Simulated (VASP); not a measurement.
Data:

```yaml
crystal:
  lattice:
    - [1.50902, -2.61370, 0.00000]
    - [1.50902, 2.61370, 0.00000]
    - [0.00000, 0.00000, 3.18648]
  atoms:
    - { symbol: Ti, position: [0.00000, 0.00000, 0.00000] }
    - { symbol: B, position: [0.33333, 0.66667, 0.50000] }
    - { symbol: B, position: [0.66667, 0.33333, 0.50000] }
```

All values below come from PBEsol GGA, VASP's PBE PAW potentials (set 64) (plane waves; VASP). Settings: 600 eV cut-off, 12×12×10 Γ-centred mesh, first-order Methfessel-Paxton smearing of 0.10 eV, potentials Ti_sv B.

Each relaxation starts from this cell; other phases were not tried.

Question: The cell is relaxed at 1 GPa. What happens?

Answer: The volume per atom goes from 8.38 to 8.35 Å³ (-0.3 %), and the cell becomes a = 3.015 Å, b = 3.015 Å, c = 3.182 Å, α = 90.00°, β = 90.00°, γ = 120.00°, space group P6/mmm.

Question: The cell is relaxed at 2 GPa. What happens?

Answer: The volume per atom goes from 8.38 to 8.32 Å³ (-0.7 %), and the cell becomes a = 3.0124 Å, b = 3.0124 Å, c = 3.1758 Å, α = 90.00°, β = 90.00°, γ = 120.00°, space group P6/mmm.

Failed runs are left out, and for metals the shear rows, which the mesh's noise covers.

The compound is TiB2 in the AlB2 type structure.
